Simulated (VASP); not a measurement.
Level of theory: PBEsol GGA, VASP's PBE PAW potentials (set 64) (plane waves; VASP).

A VASP calculation is set up with these files.

INCAR:
```
ENCUT = 300   ! plane-wave cut-off (eV)
ALGO = Normal
EDIFF = 1E-6
GGA = PS   ! PBEsol
LMAXMIX = 4   ! l cut-off of mixed one-centre charges
LASPH = .TRUE.   ! aspherical one-centre terms
LREAL = .FALSE.   ! projection in real space or not
SYSTEM = NbTe2
NELM = 100   ! most electronic steps
SIGMA = 0.05   ! width (eV)
LCHARG = .FALSE.
LWAVE = .FALSE.
PREC = Accurate
ISIF = 2   ! forces and stress, cell fixed
ISMEAR = 0
```

File KPOINTS:
```
Automatic mesh
0
Gamma
2 2 1
```

POSCAR:
```
NbTe2
14.296540
  0.2602349939   0.0000000000   0.0000000000
 -0.1301174970   0.2253701245   0.0000000000
  0.0000000000   0.0000000000   0.5000000000
Nb Te
1 2
Direct
  0.0000000000   0.0000000000   0.0000000000
  0.6666670000   0.3333330000   0.7456300000
  0.3333330000   0.6666670000   0.2543700000
```

POTCAR, in this order: Nb_sv Te (PBE.64 set). Program: vasp_std.

Output

OUTCAR:
```
 ion  position               nearest neighbor table
   1  0.000  0.000  0.000-   2 2.81   3 2.81   2 2.81   3 2.81   2 2.81   3 2.81
   2  0.667  0.333  0.746-   1 2.81   1 2.81   1 2.81
   3  0.333  0.667  0.254-   1 2.81   1 2.81   1 2.81
  LATTYP: Found a hexagonal cell.
 ALAT       =     3.7204600000
 C/A-ratio  =     1.9213403719
 Subroutine PRICEL returns:
 Original cell was already a primitive cell.
 Subroutine GETGRP returns: Found 12 space group operations
The static configuration has the point symmetry D_3d.
The dynamic configuration has the point symmetry D_3d.
 Subroutine INISYM returns: Found 12 space group operations
 Subroutine IBZKPT returns following result:
 Found      2 irreducible k-points:

 Following reciprocal coordinates:
            Coordinates               Weight
  0.000000  0.000000  0.000000      1.000000
  0.500000  0.000000  0.000000      3.000000
   k-points           NKPTS =      2   k-points in BZ     NKDIM =      2   number of bands    NBANDS=     16
   number of dos      NEDOS =    301   number of ions     NIONS =      3
   total plane-waves  NPLWV =  23040
   dimension x,y,z NGX =    24 NGY =   24 NGZ =   40
   dimension x,y,z NGXF=    48 NGYF=   48 NGZF=   80
   ions per type =               1   2
   PREC   = accura    normal or accurate (medium, high low for compatibility)
   ISTART =      0    job   : 0-new  1-cont  2-samecut
   ICHARG =      2    charge: 1-file 2-atom 10-const
   ISPIN  =      1    spin polarized calculation?
   LNONCOLLINEAR =      F non collinear calculations
   LSORBIT =      F    spin-orbit coupling
   INIWAV =      1    electr: 0-lowe 1-rand  2-diag
   ENCUT  =  300.0 eV  22.05 Ry    4.70 a.u.   5.25  5.25 10.10*2*pi/ulx,y,z
   NELM   =    100;   NELMIN=  2; NELMDL= -5     # of ELM steps
   EDIFF  = 0.1E-05   stopping-criterion for ELM
   LREAL  =      F    real-space projection
   NLSPLINE    = F    spline interpolate recip. space projectors
   LMAXMIX     =    4 max onsite mixed and CHGCAR
   VOSKOWN=      0    Vosko Wilk Nusair interpolation
...
```

### OSZICAR
```
       N       E                     dE             d eps       ncg     rms          rms(c)
DAV:   1     0.114747377754E+03    0.11475E+03   -0.93488E+03    80   0.897E+02
DAV:   2    -0.132328362810E+02   -0.12798E+03   -0.12726E+03    96   0.271E+02
DAV:   3    -0.189255931133E+02   -0.56928E+01   -0.56803E+01   104   0.501E+01
DAV:   4    -0.191612549465E+02   -0.23566E+00   -0.23561E+00   104   0.118E+01
DAV:   5    -0.191669485897E+02   -0.56936E-02   -0.56935E-02    96   0.163E+00    0.911E+00
DAV:   6    -0.185183789757E+02    0.64857E+00   -0.39482E+00    88   0.128E+01    0.528E+00
DAV:   7    -0.184307390423E+02    0.87640E-01   -0.39106E-01    88   0.361E+00    0.190E+00
DAV:   8    -0.184132039882E+02    0.17535E-01   -0.56573E-02    80   0.184E+00    0.582E-01
DAV:   9    -0.184122443197E+02    0.95967E-03   -0.10112E-02   112   0.663E-01    0.416E-01
DAV:  10    -0.184122406435E+02    0.36762E-05   -0.17512E-03    88   0.337E-01    0.731E-02
DAV:  11    -0.184121974904E+02    0.43153E-04   -0.34971E-04    88   0.111E-01    0.449E-02
DAV:  12    -0.184122056688E+02   -0.81784E-05   -0.43268E-05    88   0.403E-02    0.238E-02
DAV:  13    -0.184122061269E+02   -0.45811E-06   -0.37683E-06    80   0.114E-02
   1 F= -.18412206E+02 E0= -.18412206E+02  d E =-.546088E-07
```

File OUTCAR:
```
------------------------ aborting loop because EDIFF is reached ----------------------------------------
  FORCE on cell =-STRESS in cart. coord.  units (eV):
  Direction    XX          YY          ZZ          XY          YZ          ZX
  --------------------------------------------------------------------------------------
  Total       -3.6934832     -3.6934835      2.5441812      0.0000000      0.0000000      0.0000000
  in kB      -69.0592462    -69.0592516     47.5700644      0.0000000      0.0000000      0.0000000
  external PRESSURE =     -30.1828111 kB  Pullay stress =       0.0000000 kB
  volume of cell :       85.69
      direct lattice vectors                 reciprocal lattice vectors
     3.720460000  0.000000000  0.000000000     0.268783968  0.155182490  0.000000000
    -1.860230000  3.222013000  0.000000000     0.000000000  0.310364980  0.000000000
     0.000000000  0.000000000  7.148270000     0.000000000  0.000000000  0.139893988
 POSITION                                       TOTAL-FORCE (eV/Angst)
 -----------------------------------------------------------------------------------
      0.00000      0.00000      0.00000        -0.000000      0.000000      0.000000
      1.86023      1.07400      5.32996         0.000000      0.000000     -0.927791
     -0.00000      2.14801      1.81831        -0.000000     -0.000000      0.927791
 -----------------------------------------------------------------------------------
    total drift:                                0.000000     -0.000000      0.000000
  FREE ENERGIE OF THE ION-ELECTRON SYSTEM (eV)
  ---------------------------------------------------
  free  energy   TOTEN  =       -18.4122061269 eV

  energy  without entropy=      -18.4122060723  energy(sigma->0) =      -18.41220610
```
(Selected blocks of OUTCAR.)

At this cut-off the stress carries a Pulay error, which pulls relaxed volumes low.

The structure comes from a computed database's NbTe2 entry (P-3m1); how it stands against other phases isn't given here. The cell was not relaxed at this level. The k-mesh is coarse (spacing up to 0.98 per Å, 2π included), so the numbers may not be converged in it. The run is one of a series of settings (KPOINTS 2×2×1 Γ-centred mesh against the base run), some of them coarse on purpose. The electron count is odd and the run is not spin-polarised, which forces a metal.
